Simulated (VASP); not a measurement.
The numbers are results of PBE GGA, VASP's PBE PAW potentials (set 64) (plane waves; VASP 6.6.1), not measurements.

VASP ran on this input.

File KPOINTS:
```
K-points
0
gamma
  12 12 12
```

INCAR:
```
ISIF = 2
LCHARG = .False.
NELM = 100
ALGO = Normal   ! blocked Davidson
ISMEAR = 1
GGA = PE   ! PBE
SYMPREC = 1E-3
LREAL = .False.
LASPH = .True.   ! aspherical one-centre terms
ENCUT = 520   ! plane-wave cut-off (eV)
SIGMA = 0.1
PREC = Accurate
EDIFF = 1E-6   ! SCF stop (eV)
SYSTEM = HfN
LWAVE = .False.
LMAXMIX = 6
```

**POSCAR**
```
HfN
4.61040
  0.0000000000   0.5000000000   0.5000000000
  0.5000000000   0.0000000000   0.5000000000
  0.5000000000   0.5000000000   0.0000000000
Hf N
1 1
Cart
  0.0000000000   0.0000000000   0.0000000000
  0.5000000000   0.5000000000   0.5000000000
```

POTCAR, in this order: Hf_pv N (PBE.64 set). Program: vasp_std.

Output

OUTCAR:
```
 ion  position               nearest neighbor table
   1  0.000  0.000  0.000-   2 2.31   2 2.31   2 2.31   2 2.31   2 2.31   2 2.31
   2  0.500  0.500  0.500-   1 2.31   1 2.31   1 2.31   1 2.31   1 2.31   1 2.31
  LATTYP: Found a face centered cubic cell.
 ALAT       =     4.6104000000
 Subroutine PRICEL returns:
 Original cell was already a primitive cell.
 Subroutine GETGRP returns: Found 48 space group operations
The static configuration has the point symmetry O_h .
The dynamic configuration has the point symmetry O_h .
 Subroutine INISYM returns: Found 48 space group operations
 Subroutine IBZKPT returns following result:
 Found     72 irreducible k-points:

 Following reciprocal coordinates:
            Coordinates               Weight
  0.000000  0.000000  0.000000      1.000000
  0.083333  0.000000  0.000000      8.000000
  0.166667  0.000000  0.000000      8.000000
  0.250000  0.000000  0.000000      8.000000
  0.333333  0.000000  0.000000      8.000000
  0.416667  0.000000  0.000000      8.000000
  0.500000  0.000000  0.000000      4.000000
  0.083333  0.083333  0.000000      6.000000
  0.166667  0.083333  0.000000     24.000000
  0.250000  0.083333  0.000000     24.000000
  0.333333  0.083333  0.000000     24.000000
  0.416667  0.083333  0.000000     24.000000
  0.500000  0.083333  0.000000     24.000000
 -0.416667  0.083333  0.000000     24.000000
 -0.333333  0.083333  0.000000     24.000000
 -0.250000  0.083333  0.000000     24.000000
 -0.166667  0.083333  0.000000     24.000000
 -0.083333  0.083333  0.000000     12.000000
  0.166667  0.166667  0.000000      6.000000
  0.250000  0.166667  0.000000     24.000000
  0.333333  0.166667  0.000000     24.000000
  0.416667  0.166667  0.000000     24.000000
  0.500000  0.166667  0.000000     24.000000
 -0.416667  0.166667  0.000000     24.000000
...
```

**OSZICAR**
```
       N       E                     dE             d eps       ncg     rms          rms(c)
DAV:   1     0.386426582088E+02    0.38643E+02   -0.83186E+03  1584   0.128E+03
DAV:   2    -0.223144272862E+02   -0.60957E+02   -0.57936E+02  2041   0.251E+02
DAV:   3    -0.247168134529E+02   -0.24024E+01   -0.23745E+01  2068   0.430E+01
DAV:   4    -0.247394110918E+02   -0.22598E-01   -0.22539E-01  1900   0.421E+00
DAV:   5    -0.247398830022E+02   -0.47191E-03   -0.47143E-03  2063   0.407E-01    0.436E+01
DAV:   6    -0.218340134593E+02    0.29059E+01   -0.16305E+01  1839   0.278E+01    0.376E+01
DAV:   7    -0.217471505633E+02    0.86863E-01   -0.74812E-01  1785   0.776E+00    0.251E+01
DAV:   8    -0.217335033810E+02    0.13647E-01   -0.19515E-01  1817   0.401E+00    0.641E+00
DAV:   9    -0.217189686195E+02    0.14535E-01   -0.82064E-02  1857   0.197E+00    0.142E+00
DAV:  10    -0.217185322873E+02    0.43633E-03   -0.26941E-03  1848   0.485E-01    0.335E-01
DAV:  11    -0.217185388222E+02   -0.65349E-05   -0.28702E-04  2004   0.143E-01    0.422E-02
DAV:  12    -0.217185352069E+02    0.36153E-05   -0.20910E-05  1996   0.404E-02    0.362E-02
DAV:  13    -0.217185348450E+02    0.36193E-06   -0.81399E-07  1022   0.982E-03
   1 F= -.21718535E+02 E0= -.21718697E+02  d E =0.486600E-03
```

### OUTCAR
```
------------------------ aborting loop because EDIFF is reached ----------------------------------------
  FORCE on cell =-STRESS in cart. coord.  units (eV):
  Direction    XX          YY          ZZ          XY          YZ          ZX
  --------------------------------------------------------------------------------------
  Total       -1.8623306     -1.8623306     -1.8623306      0.0000000     -0.0000000      0.0000000
  in kB     -121.7899726   -121.7899726   -121.7899726      0.0000000     -0.0000000      0.0000000
  external PRESSURE =    -121.7899726 kB  Pullay stress =       0.0000000 kB
  volume of cell :       24.50
      direct lattice vectors                 reciprocal lattice vectors
     0.000000000  2.305200000  2.305200000    -0.216900920  0.216900920  0.216900920
     2.305200000  0.000000000  2.305200000     0.216900920 -0.216900920  0.216900920
     2.305200000  2.305200000  0.000000000     0.216900920  0.216900920 -0.216900920
 POSITION                                       TOTAL-FORCE (eV/Angst)
 -----------------------------------------------------------------------------------
      0.00000      0.00000      0.00000         0.000000      0.000000      0.000000
      2.30520      2.30520      2.30520        -0.000000     -0.000000     -0.000000
 -----------------------------------------------------------------------------------
    total drift:                                0.000000     -0.000000     -0.000000
  FREE ENERGIE OF THE ION-ELECTRON SYSTEM (eV)
  ---------------------------------------------------
  free  energy   TOTEN  =       -21.7185348450 eV

  energy  without entropy=      -21.7190214448  energy(sigma->0) =      -21.71869704
```
(Selected blocks of OUTCAR.)

The compound is HfN in the rock salt structure. The cell was not relaxed at this level. The run is one of a series of settings (SYMPREC = 1E-3 against the base run), some of them coarse on purpose. The electron count is odd and the run is not spin-polarised, which forces a metal.
